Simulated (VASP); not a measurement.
# Sr8Ti8NO23 (a cell with a defect) in VASP: a series of runs

One crystal, Sr8Ti8NO23 (a cell with a defect), is run at these levels: PBE, HSE06; tasks: relaxation of the atoms, single point.

Program: VASP 6.6.1. These are calculated values, not measurements. Logs are shortened: lines on timing, memory, paths and dates and some standing lists are left out, and cuts for length are marked.

### 1 The structure

The cell holds a defect, 40 atoms: a = 7.880 Å, b = 7.880 Å, c = 7.880 Å, α = 90.00°, β = 90.00°, γ = 90.00°.

### 2 Relaxation of the atoms, PBE

INCAR

```
SYSTEM = Sr8Ti8NO23
PREC = Normal ; ENCUT = 450
EDIFF = 1E-6 ; ISMEAR = 0
SIGMA = 0.01 ; LREAL = Auto
LASPH = .TRUE. ; NELM = 80
ALGO = Normal ; ISIF = 2
LWAVE = .FALSE. ; LCHARG = .FALSE.
GGA = PE ; IBRION = 2
NSW = 70 ; EDIFFG = -0.025
ICORELEVEL = 1 ; NELECT = 320.0
ISYM = 0 ; KPAR = 4
NCORE = 2
```

KPOINTS

```
Automatic mesh
0
Monkhorst
  2 2 2
  0 0 0
```

POSCAR

```
Sr8Ti8NO23
1.0
    7.8804100000      0.0000000000      0.0000000000
    0.0000000000     -7.8804100000      0.0000000000
    0.0000000000      0.0000000000     -7.8804100000
Sr Ti N O
8 8 1 23
Direct
    0.2500000000      0.2500000000      0.2500000000
    0.2500000000      0.2500000000      0.7500000000
    0.2500000000      0.7500000000      0.2500000000
    0.2500000000      0.7500000000      0.7500000000
    0.7500000000      0.2500000000      0.2500000000
    0.7500000000      0.2500000000      0.7500000000
    0.7500000000      0.7500000000      0.2500000000
    0.7500000000      0.7500000000      0.7500000000
    0.9967149600      0.5007053900      0.4993174400
    0.0000000000      0.5000000000      0.0000000000
    0.0000000000      0.0000000000      0.5000000000
    0.0000000000      0.0000000000      0.0000000000
    0.5026741700      0.4960917700      0.4908087300
    0.5000000000      0.5000000000      0.0000000000
    0.5000000000      0.0000000000      0.5000000000
    0.5000000000      0.0000000000      0.0000000000
    0.2433934200      0.5031875300      0.4946525100
    0.2500000000      0.5000000000      0.0000000000
    0.2500000000      0.0000000000      0.5000000000
    0.2500000000      0.0000000000      0.0000000000
    0.7500000000      0.5000000000      0.5000000000
    0.7500000000      0.5000000000      0.0000000000
    0.7500000000      0.0000000000      0.5000000000
    0.7500000000      0.0000000000      0.0000000000
    0.0000000000      0.2500000000      0.5000000000
    0.0000000000      0.2500000000      0.0000000000
    0.0000000000      0.7500000000      0.5000000000
    0.0000000000      0.7500000000      0.0000000000
    0.5000000000      0.2500000000      0.5000000000
    0.5000000000      0.2500000000      0.0000000000
    0.5000000000      0.7500000000      0.5000000000
    0.5000000000      0.7500000000      0.0000000000
    0.0000000000      0.5000000000      0.2500000000
    0.0000000000      0.5000000000      0.7500000000
    0.0000000000      0.0000000000      0.2500000000
    0.0000000000      0.0000000000      0.7500000000
    0.5000000000      0.5000000000      0.2500000000
    0.5000000000      0.5000000000      0.7500000000
    0.5000000000      0.0000000000      0.2500000000
    0.5000000000      0.0000000000      0.7500000000
```

Potentials or basis: VASP PAW PBE potentials, release 64 (Sr_sv, Ti_sv, N, O).

Launch:

```sh
$ cat potpaw_PBE.64/Sr_sv/POTCAR potpaw_PBE.64/Ti_sv/POTCAR potpaw_PBE.64/N/POTCAR potpaw_PBE.64/O/POTCAR > POTCAR
$ mpirun -np 8 vasp_std > vasp.out
```

OUTCAR:

```text
SYSTEM = Sr8Ti8NO23
   PREC = Normal
   ENCUT = 450
   EDIFF = 1E-6
   ISMEAR = 0
   LREAL = Auto
   LASPH = .TRUE.
   NELM = 80
   ISIF = 2
   GGA = PE
   IBRION = 2
   NSW = 70
   EDIFFG = -0.025
   NELECT = 320.0
   ISYM = 0

 ion  position               nearest neighbor table
   1  0.250  0.250  0.250-  17 2.78  18 2.79  19 2.79  20 2.79  25 2.79  26 2.79  29 2.79  30 2.79
                            33 2.79  35 2.79  37 2.79  39 2.79  13 3.37  11 3.41  12 3.41  10 3.41
   2  0.250  0.250  0.750-  18 2.79  19 2.79  20 2.79  25 2.79  26 2.79  29 2.79  30 2.79  34 2.79
                            36 2.79  38 2.79  40 2.79  17 2.83  10 3.41  11 3.41  12 3.41  14 3.41
   3  0.250  0.750  0.250-  17 2.74  18 2.79  19 2.79  20 2.79  27 2.79  28 2.79  31 2.79  32 2.79
                            33 2.79  35 2.79  37 2.79  39 2.79  13 3.40  11 3.41  12 3.41  10 3.41
   4  0.250  0.750  0.750-  18 2.79  19 2.79  20 2.79  27 2.79  28 2.79  31 2.79  32 2.79  34 2.79
                            36 2.79  38 2.79  40 2.79  17 2.80  10 3.41  11 3.41  12 3.41  14 3.41
   5  0.750  0.250  0.250-  21 2.79  22 2.79  23 2.79  24 2.79  25 2.79  26 2.79  29 2.79  30 2.79
                            33 2.79  35 2.79  37 2.79  39 2.79  13 3.34   9 3.40  11 3.41  12 3.41
   6  0.750  0.250  0.750-  21 2.79  22 2.79  23 2.79  24 2.79  25 2.79  26 2.79  29 2.79  30 2.79
                            34 2.79  36 2.79  38 2.79  40 2.79   9 3.40  10 3.41  11 3.41  12 3.41
   7  0.750  0.750  0.250-  21 2.79  22 2.79  23 2.79  24 2.79  27 2.79  28 2.79  31 2.79  32 2.79
                            33 2.79  35 2.79  37 2.79  39 2.79  13 3.38   9 3.39  11 3.41  12 3.41
   8  0.750  0.750  0.750-  21 2.79  22 2.79  23 2.79  24 2.79  27 2.79  28 2.79  31 2.79  32 2.79
                            34 2.79  36 2.79  38 2.79  40 2.79   9 3.40  10 3.41  11 3.41  12 3.41
   9  0.997  0.501  0.499-  21 1.94  17 1.94  27 1.96  33 1.96  34 1.98  25 1.98   7 3.39   8 3.40
[... 37 lines left out ...]
  39  0.500  0.000  0.250-  15 1.97  16 1.97   5 2.79   7 2.79   1 2.79   3 2.79
  40  0.500  0.000  0.750-  15 1.97  16 1.97   6 2.79   8 2.79   2 2.79   4 2.79

IMPORTANT INFORMATION: All symmetrisations will be switched off!
NOSYMM: (Re-)initialisation of all symmetry stuff for point group C_1.

----------------------------------------------------------------------------------------

                                     Primitive cell

  volume of cell :     489.3803

  direct lattice vectors                    reciprocal lattice vectors
     7.880410000  0.000000000  0.000000000     0.126896951  0.000000000  0.000000000
     0.000000000 -7.880410000  0.000000000     0.000000000 -0.126896951  0.000000000
     0.000000000  0.000000000 -7.880410000     0.000000000  0.000000000 -0.126896951

  length of vectors
     7.880410000  7.880410000  7.880410000     0.126896951  0.126896951  0.126896951

  position of ions in fractional coordinates (direct lattice)
     0.250000000  0.250000000  0.250000000
     0.250000000  0.250000000  0.750000000
     0.250000000  0.750000000  0.250000000
     0.250000000  0.750000000  0.750000000
     0.750000000  0.250000000  0.250000000
     0.750000000  0.250000000  0.750000000
[... 32 lines left out ...]
     0.500000000  0.000000000  0.250000000
     0.500000000  0.000000000  0.750000000

  ion indices of the primitive-cell ions
   primitive index   ion index
                 1           1
                 2           2
                 3           3
                 4           4
                 5           5
                 6           6
[... 32 lines left out ...]
                39          39
                40          40

----------------------------------------------------------------------------------------

 KPOINTS: Automatic mesh

Automatic generation of k-mesh.
 Grid dimensions read from file:
 generate k-points for:    2    2    2

 Generating k-lattice:

  Cartesian coordinates                     Fractional coordinates (reciprocal lattice)
     0.063448475  0.000000000  0.000000000     0.500000000  0.000000000  0.000000000
     0.000000000 -0.063448475  0.000000000     0.000000000  0.500000000  0.000000000
     0.000000000  0.000000000 -0.063448475     0.000000000  0.000000000  0.500000000

  Length of vectors
     0.063448475  0.063448475  0.063448475

  Shift w.r.t. Gamma in fractional coordinates (k-lattice)
     0.500000000  0.500000000  0.500000000

 Subroutine IBZKPT returns following result:
 ===========================================

 Found      4 irreducible k-points:

 Following reciprocal coordinates:
            Coordinates               Weight
  0.250000  0.250000  0.250000      2.000000
 -0.250000  0.250000  0.250000      2.000000
 -0.250000 -0.250000  0.250000      2.000000
  0.250000 -0.250000  0.250000      2.000000
   k-points           NKPTS =      4   k-points in BZ     NKDIM =      4   number of bands    NBANDS=    192
   number of dos      NEDOS =    301   number of ions     NIONS =     40
   total plane-waves  NPLWV =  74088
   dimension x,y,z NGX =    42 NGY =   42 NGZ =   42
   dimension x,y,z NGXF=    84 NGYF=   84 NGZF=   84
   ions per type =               8   8   1  23
   NGX,Y,Z   is equivalent  to a cutoff of   8.86,  8.86,  8.86 a.u.
   NGXF,Y,Z  is equivalent  to a cutoff of  17.72, 17.72, 17.72 a.u.
 SYSTEM =  Sr8Ti8NO23
   PREC   = normal    normal or accurate (medium, high low for compatibility)
   ISTART =      0    job   : 0-new  1-cont  2-samecut
   ICHARG =      2    charge: 1-file 2-atom 10-const
   ISPIN  =      1    spin polarized calculation?
   LNONCOLLINEAR =      F non collinear calculations
   LSORBIT =      F    spin-orbit coupling
   LASPH  =      T    aspherical Exc in radial PAW
   ENCUT  =  450.0 eV  33.07 Ry    5.75 a.u.  13.63 13.63 13.63*2*pi/ulx,y,z
   NELM   =     80;   NELMIN=  2; NELMDL= -5     # of ELM steps
   EDIFF  = 0.1E-05   stopping-criterion for ELM
   LREAL  =      T    real-space projection
   EDIFFG = -.3E-01   stopping-criterion for IOM
   NSW    =     70    number of steps for IOM
   IBRION =      2    ionic relax: 0-MD 1-quasi-New 2-CG
   NFREE  =      1    steps in history (QN), initial steepest desc. (CG)
   ISIF   =      2    stress and relaxation
   ISYM   =      0    0-nonsym 1-usesym 2-fastsym
   POTIM  = 0.5000    time-step for ionic-motion
   TEBEG  =    0.0;   TEEND  =   0.0 temperature during run
   PSTRESS=    0.0 pullay stress
   NELECT =     320.0000    total number of electrons
   NUPDOWN=      -1.0000    fix difference up-down
   EMIN   =  10.00;   EMAX   =-10.00  energy-range for DOS
   EFERMI =   0.00;   METHOD = LEGACY
   ISMEAR =     0;   SIGMA  =   0.01  broadening in eV -4-tet -1-fermi 0-gaus
   EFERMI_NEDOS =   21; number of points for ismear=-14 and -15
   IALGO  =     38    algorithm
   IMIX   =      4    mixing-type and parameters
     AMIX     =   0.40;   BMIX     =  1.00
     AMIX_MAG =   1.60;   BMIX_MAG =  1.00
  volume/ion in A,a.u.               =      12.23        82.56
  Fermi-wavevector in a.u.,A,eV,Ry     =   1.420941  2.685189 27.471156  2.019073
  Thomas-Fermi vector in A             =   2.541803
   LORBIT       =      0    0 simple, 1 ext, 2 COOP (PROOUT), +10 PAW based schemes
   GGA     = PE    functional components
   LHFCALC =     F    Hartree Fock is set to
   AEXX    =    0.0000 exact exchange contribution
   IVDW    =     0    specifies the selected vdW correction
   LEPSILON=     F    determine dielectric tensor
   LRPA    =     F    only Hartree local field effects (RPA)
 conjugate gradient relaxation of ions
 non-spin polarized calculation
 Gauss-broadening in eV      SIGMA  =   0.01
  energy-cutoff  :      450.00
  volume of cell :      489.38
 maximum number of plane-waves:     10618
   NGX = 27   NGY = 27   NGZ = 27

--------------------------------------- Ionic step        1  -------------------------------------------

 number of electron     319.9998698 magnetization

 Free energy of the ion-electron system (eV)
  ---------------------------------------------------
  ext. energy  EPLUGINS =         0.00000000
  ---------------------------------------------------
  free energy    TOTEN  =      -314.29510727 eV

  energy without entropy =     -314.29510727  energy(sigma->0) =     -314.29510727

------------------------ aborting loop because EDIFF is reached ----------------------------------------

  FORCE on cell =-STRESS in cart. coord.  units (eV):
  Direction    XX          YY          ZZ          XY          YZ          ZX
  --------------------------------------------------------------------------------------
  -------------------------------------------------------------------------------------
  Total        8.4036017      7.3775915      7.7595110     -0.0723783     -0.0185654     -0.1364811
  in kB       27.5124712     24.1534264     25.4037889     -0.2369588     -0.0607810     -0.4468242
  external PRESSURE =      25.6898955 kB  Pullay stress =       0.0000000 kB
[... 203 lines left out ...]
  FREE ENERGIE OF THE ION-ELECTRON SYSTEM (eV)
  ---------------------------------------------------
  free  energy   TOTEN  =      -314.7604699483 eV

  energy  without entropy=     -314.7604699483  energy(sigma->0) =     -314.76046995

[... ionic steps 4 to 11 ...]

--------------------------------------- Ionic step       12  -------------------------------------------

 number of electron     319.9999043 magnetization

------------------------ aborting loop because EDIFF is reached ----------------------------------------
[... 143 lines left out ...]
--------------------------------------- Ionic step       14  -------------------------------------------

 number of electron     319.9999050 magnetization

 Free energy of the ion-electron system (eV)
  ---------------------------------------------------
  ext. energy  EPLUGINS =         0.00000000
  ---------------------------------------------------
  free energy    TOTEN  =      -314.80461000 eV

  energy without entropy =     -314.80461000  energy(sigma->0) =     -314.80461000

 the core state eigenenergies are
   1-  1s -15923.2532  2s  -2145.8230  2p  -1905.2140  3s   -321.8356  3p   -244.2056
       3d   -116.1015
   2-  1s -15923.2551  2s  -2145.8249  2p  -1905.2158  3s   -321.8374  3p   -244.2074
       3d   -116.1033
   3-  1s -15923.2522  2s  -2145.8220  2p  -1905.2130  3s   -321.8347  3p   -244.2047
       3d   -116.1006
   4-  1s -15923.2538  2s  -2145.8236  2p  -1905.2146  3s   -321.8362  3p   -244.2061
       3d   -116.1020
   5-  1s -15923.2616  2s  -2145.8318  2p  -1905.2227  3s   -321.8427  3p   -244.2127
       3d   -116.1086
   6-  1s -15923.2599  2s  -2145.8300  2p  -1905.2210  3s   -321.8410  3p   -244.2110
       3d   -116.1069
   7-  1s -15923.2608  2s  -2145.8310  2p  -1905.2219  3s   -321.8420  3p   -244.2119
       3d   -116.1079
   8-  1s -15923.2590  2s  -2145.8291  2p  -1905.2201  3s   -321.8402  3p   -244.2101
       3d   -116.1061
   9-  1s  -4857.7963  2s   -526.8847  2p   -434.1313
[... 29 lines left out ...]
  39-  1s   -500.1226
  40-  1s   -500.1226

 E-fermi :   4.4289     XC(G=0): -11.1623

 val. band max:        4.2498553804   @ k =   0.2500   0.2500   0.2500
 cond. band min:       6.3304938903   @ k =   0.2500   0.2500   0.2500
 fundamental gap:      2.0806385098
 Fermi energy:         4.4288992159

 k-point     1 :       0.2500    0.2500    0.2500
  band No.  band energies     occupation
      1     -52.6371      2.00000
      2     -52.6341      2.00000
      3     -52.5513      2.00000
      4     -52.5510      2.00000
      5     -52.5498      2.00000
      6     -52.5495      2.00000
[... 689 lines left out ...]
    171       7.4622      0.00000
    172       7.4915      0.00000
 [bands above 172 left out]

------------------------ aborting loop because EDIFF is reached ----------------------------------------

  FORCE on cell =-STRESS in cart. coord.  units (eV):
  Direction    XX          YY          ZZ          XY          YZ          ZX
  --------------------------------------------------------------------------------------
  -------------------------------------------------------------------------------------
  Total        9.1661072      7.2126834      7.2042769     -0.0018613     -0.0018390      0.0031223
  in kB       30.0088308     23.6135351     23.5860133     -0.0060938     -0.0060208      0.0102222
  external PRESSURE =      25.7361264 kB  Pullay stress =       0.0000000 kB
[... 55 lines left out ...]
  FREE ENERGIE OF THE ION-ELECTRON SYSTEM (eV)
  ---------------------------------------------------
  free  energy   TOTEN  =      -314.8046099955 eV

  energy  without entropy=     -314.8046099955  energy(sigma->0) =     -314.80461000

 reached required accuracy - stopping structural energy minimisation
```

It took 8.1 min on 8 MPI ranks of Intel Xeon Platinum 8488C (Sapphire Rapids), shared host; peak memory 0.3 GiB.

Results:

```
Free energy                  : -314.8046 eV
Energy gained by relaxing    : 12.7 meV/atom
Ionic steps                  : 14
Largest force after relaxing : 0.020 eV/Å
```

Forces in eV/Å, atoms in the order of the input:
```
Sr   0.001 -0.009 -0.005
Sr  -0.001 -0.005  0.003
Sr  -0.001  0.007 -0.006
Sr  -0.003  0.003  0.003
Sr  -0.002 -0.002 -0.003
Sr  -0.001 -0.002  0.001
Sr  -0.001  0.000 -0.001
Sr   0.000  0.000  0.000
Ti   0.005  0.001  0.001
Ti  -0.002 -0.004  0.003
Ti  -0.002  0.002  0.000
Ti   0.018  0.003  0.006
Ti  -0.013 -0.001 -0.003
Ti   0.000  0.001 -0.003
Ti   0.001 -0.003  0.003
Ti  -0.016  0.001  0.005
N   -0.011  0.000  0.003
O   -0.009  0.000 -0.001
O   -0.012 -0.002  0.001
O    0.012 -0.001  0.002
O    0.009 -0.003  0.004
O   -0.002  0.000 -0.006
O    0.000  0.004  0.002
O   -0.012 -0.001  0.000
O    0.006  0.009  0.001
O   -0.002 -0.005  0.000
O    0.003 -0.002  0.001
O   -0.001  0.006  0.000
O    0.002  0.000  0.000
O    0.004  0.001 -0.001
O    0.006  0.004 -0.001
O    0.002 -0.001 -0.001
O    0.001  0.001  0.002
O    0.009  0.000 -0.003
O    0.000 -0.001 -0.007
O   -0.002 -0.001  0.007
O    0.005 -0.001 -0.008
O    0.000 -0.001  0.001
O    0.001 -0.001  0.004
O    0.004 -0.001 -0.004
```

The path:
```csv
step,energy change (eV),largest force (eV/Å),pressure (GPa)
1,0.0000,3.0155,2.57
2,-0.2895,2.1422,2.91
3,-0.4654,0.4590,2.60
4,-0.4862,0.1894,2.58
5,-0.4888,0.3179,2.58
6,-0.5020,0.0957,2.57
7,-0.5030,0.1210,2.56
8,-0.5064,0.0711,2.57
9,-0.5068,0.1014,2.57
10,-0.5086,0.0480,2.57
11,-0.5086,0.0450,2.57
12,-0.5092,0.0302,2.57
13,-0.5093,0.0373,2.57
14,-0.5095,0.0195,2.57
```

Final structure:
```cif
data_structure
_symmetry_space_group_name_H-M 'P 1'
_symmetry_Int_Tables_number 1
_cell_length_a 7.8804
_cell_length_b 7.8804
_cell_length_c 7.8804
_cell_angle_alpha 90.000
_cell_angle_beta 90.000
_cell_angle_gamma 90.000
_cell_volume 489.38
loop_
_atom_site_label
_atom_site_type_symbol
_atom_site_fract_x
_atom_site_fract_y
_atom_site_fract_z
_atom_site_occupancy
Sr1 Sr 0.24988 0.25053 0.25013 1
Sr2 Sr 0.24996 0.25062 0.74875 1
Sr3 Sr 0.24994 0.74934 0.25002 1
Sr4 Sr 0.25001 0.74924 0.74884 1
Sr5 Sr 0.74996 0.25502 0.25464 1
Sr6 Sr 0.74998 0.25513 0.74432 1
Sr7 Sr 0.74996 0.74479 0.25464 1
Sr8 Sr 0.74998 0.74470 0.74435 1
Ti1 Ti 0.00902 0.50005 0.49954 1
Ti2 Ti 0.99921 0.49982 0.99958 1
Ti3 Ti 0.99922 0.00003 0.49944 1
Ti4 Ti 0.99878 0.99986 0.99945 1
Ti5 Ti 0.49130 0.49985 0.49925 1
Ti6 Ti 0.50065 0.49997 0.99933 1
Ti7 Ti 0.50069 0.99986 0.49971 1
Ti8 Ti 0.50111 0.99999 0.99973 1
N1 N 0.24975 0.50036 0.49889 1
O1 O 0.24981 0.49998 0.00034 1
O2 O 0.24982 0.99971 0.49996 1
O3 O 0.24976 0.00005 0.99983 1
O4 O 0.74944 0.49971 0.50041 1
O5 O 0.74975 0.50007 0.99861 1
O6 O 0.74976 0.00045 0.49980 1
O7 O 0.74989 0.99999 0.99999 1
O8 O 0.99711 0.24727 0.49981 1
O9 O 0.00000 0.24961 0.99983 1
O10 O 0.99635 0.75295 0.49980 1
O11 O 0.00006 0.75052 0.99983 1
O12 O 0.50209 0.24717 0.49958 1
O13 O 0.49964 0.24956 0.99966 1
O14 O 0.50277 0.75293 0.49958 1
O15 O 0.49957 0.75047 0.99967 1
O16 O 0.99600 0.50009 0.24678 1
O17 O 0.99753 0.50010 0.75250 1
O18 O 0.00011 0.00008 0.24941 1
O19 O 0.99996 0.00007 0.75033 1
O20 O 0.50325 0.50001 0.24663 1
O21 O 0.50152 0.50002 0.75237 1
O22 O 0.49953 0.00001 0.24929 1
O23 O 0.49967 0.00000 0.75019 1
```

Core levels (eV, on the scale of the bands):
```
atom                                                                levels
1 Sr  1s -15923.3, 2s -2145.8, 2p -1905.2, 3s -321.8, 3p -244.2, 3d -116.1
2 Sr  1s -15923.3, 2s -2145.8, 2p -1905.2, 3s -321.8, 3p -244.2, 3d -116.1
3 Sr  1s -15923.3, 2s -2145.8, 2p -1905.2, 3s -321.8, 3p -244.2, 3d -116.1
4 Sr  1s -15923.3, 2s -2145.8, 2p -1905.2, 3s -321.8, 3p -244.2, 3d -116.1
5 Sr  1s -15923.3, 2s -2145.8, 2p -1905.2, 3s -321.8, 3p -244.2, 3d -116.1
6 Sr  1s -15923.3, 2s -2145.8, 2p -1905.2, 3s -321.8, 3p -244.2, 3d -116.1
```

Caveat: the cell is charged against a uniform background, so pressure and absolute levels hang on convention; the cutoff is under 1.25 times the usual one of these potentials, so pressure, stress and relaxed cells hold a basis-set (Pulay) error.

(Continued in part 2 of 2.)
